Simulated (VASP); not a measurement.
Crystal: Sn2H3Br.

```xyz
6
Lattice="3.2617 0.0000 0.0000 0.0000 3.2617 0.0000 0.0000 0.0000 9.9973" Properties=species:S:1:pos:R:3 pbc="T T T"
Sn    0.0000    0.0000    3.3919
Sn    0.0000    0.0000    6.6054
H     1.6309    1.6309    1.8168
H     1.6309    1.6309    4.9986
H     1.6309    1.6309    8.1805
Br    0.0000    0.0000    0.0000
```

The cell was built by a generator and needn't be a form met in nature.

| Property | Result |
| --- | --- |
| Program | VASP 6.6.1 |
| Task | relaxation of cell and atoms |
| Functional | PBE |
| Potentials or basis | VASP PAW PBE potentials, release 64 (Sn_d, H, Br) |
| Cutoff | 520 eV |
| k mesh | 4 × 4 × 2 |
| Occupations | gaussian, width 0.15 eV |
| Spin | no spin polarisation |

At the start: pressure -4.9 GPa; volume 17.73 Å³/atom.

Where does the relaxation end?

Over 14 steps the energy falls by 269.8 meV/atom and the volume is 16.97 Å³/atom (-4.3 %); space group P4/mmm (No. 123, to 0.05 Å).

Step by step:
| step | energy change (eV) | largest force (eV/Å) | pressure (GPa) | volume (Å³) |
| --- | --- | --- | --- | --- |
| 1 | 0.0000 | 1.4125 | -4.91 | 106.36 |
| 2 | -0.5296 | 1.2602 | -2.56 | 98.21 |
| 3 | -0.2856 | 0.9188 | 19.58 | 76.21 |
| 4 | -0.8011 | 1.0866 | 2.41 | 89.83 |
| 5 | -0.8336 | 0.9747 | 5.68 | 85.83 |
| 6 | -1.1496 | 0.6915 | 5.27 | 88.51 |
| 7 | -1.2760 | 0.6080 | 5.44 | 91.02 |
| 8 | -1.4870 | 0.4539 | -1.58 | 102.99 |
| 9 | -1.4895 | 0.4553 | -0.74 | 101.37 |
| 10 | -1.5255 | 0.3780 | -0.49 | 101.13 |
| 11 | -1.5830 | 0.1515 | 0.07 | 100.39 |
| 12 | -1.5854 | 0.1411 | 0.55 | 100.17 |
| 13 | -1.6112 | 0.0529 | -0.03 | 101.19 |
| 14 | -1.6190 | 0.0409 | -0.12 | 101.82 |

Final structure:
```cif
data_structure
_symmetry_space_group_name_H-M 'P 1'
_symmetry_Int_Tables_number 1
_cell_length_a 3.2736
_cell_length_b 3.2736
_cell_length_c 9.5010
_cell_angle_alpha 90.000
_cell_angle_beta 90.000
_cell_angle_gamma 90.000
_cell_volume 101.82
loop_
_atom_site_label
_atom_site_type_symbol
_atom_site_fract_x
_atom_site_fract_y
_atom_site_fract_z
_atom_site_occupancy
Sn1 Sn 0.00000 0.00000 0.30575 1
Sn2 Sn 0.00000 0.00000 0.69425 1
H1 H 0.50000 0.50000 0.25666 1
H2 H 0.50000 0.50000 0.50000 1
H3 H 0.50000 0.50000 0.74334 1
Br1 Br 0.00000 0.00000 0.00000 1
```

Caveat: the k mesh is coarse (spacing up to 0.48 Å⁻¹), so the values aren't converged.
